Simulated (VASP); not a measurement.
Input:

```
YSi
1.0
    0.00000     2.90689     2.90689
    2.90689     0.00000     2.90689
    2.90689     2.90689     0.00000
Y Si
1 1
Cartesian
  0.00000   0.00000   0.00000
  2.90689   2.90689   2.90689
```

The numbers are results of PBE GGA, VASP's PBE PAW potentials (set 64) (plane waves; VASP), not measurements. Settings: 400 eV cut-off, 12×12×12 Γ-centred mesh, tetrahedra with Blöchl corrections, potentials Y_sv Si.

### Question
What does the run give for the energy per atom (σ→0), band gap (on the k-mesh) with the smallest direct gap where there is one?

### Answer

```json
{
  "band gap (on the k-mesh)": "none (metal, semimetal or under 0.01 eV)",
  "energy per atom (σ→0)": "-6.404 eV/atom"
}
```

The absolute energy has meaning only against runs of the same code, potentials and settings.

The structure was generated: YSi was put into the rock salt type (Fm-3m), which need not be its known phase. It was relaxed first, which changed the volume by -28 %. The electron count is odd and the run is not spin-polarised, which forces a metal.
